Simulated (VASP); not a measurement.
Given:

```
CELL_PARAMETERS angstrom
      3.48609     0.00000     0.00000
      0.00000     3.48609     0.00000
      0.00000     0.00000     3.48609
ATOMIC_POSITIONS crystal
  Fe 0.00000 0.00000 0.00000
  Ni 0.00000 0.50000 0.50000
  Ni 0.50000 0.00000 0.50000
  Ni 0.50000 0.50000 0.00000
```
Starting moments (μB, in the order of the record's atoms Fe Ni Ni Ni): 2.8 0.6 0.6 0.6.

Calculation: PBEsol GGA, VASP's PBE PAW potentials (set 64) (plane waves; VASP). Settings: 500 eV cut-off, 9×9×9 Γ-centred mesh, first-order Methfessel-Paxton smearing of 0.10 eV, potentials Fe Ni.

Energy and stress use the plane-wave basis of the starting cell.

Question: The ions, cell shape and volume at an external pressure of 5.0 GPa are relaxed. Which structure does the run end with?

Answer: 
```
CELL_PARAMETERS angstrom
      3.46151     0.00000     0.00000
      0.00000     3.46151     0.00000
      0.00000     0.00000     3.46151
ATOMIC_POSITIONS crystal
  Fe 0.00000 0.00000 0.00000
  Ni 0.00000 0.50000 0.50000
  Ni 0.50000 0.00000 0.50000
  Ni 0.50000 0.50000 0.00000
```
Space group Pm-3m (221), at a tolerance of 0.03 Å. The cell ends with 4.48 μB, on the sites 2.78 0.56 0.56 0.56 μB.

Question: How do energy and volume change from the first to the last step?

Answer: The energy (σ→0) changes by +3.3 meV/atom and the volume by -2.1 %, in 3 ionic steps.

| step | E(σ→0) (eV) | max force (eV/Å) | pressure (GPa) | volume (Å³) |
|---|---|---|---|---|
| 1 | -27.6389 | 0.000 | 0.04 | 42.37 |
| 2 | -27.5689 | 0.000 | 11.98 | 40.39 |
| 3 | -27.6258 | 0.000 | 5.09 | 41.48 |

The compound is Ni3Fe in the L1_2 structure. This run relaxes it under an external pressure of 5 GPa. Symmetry was kept, so distortions that lower it aren't found.
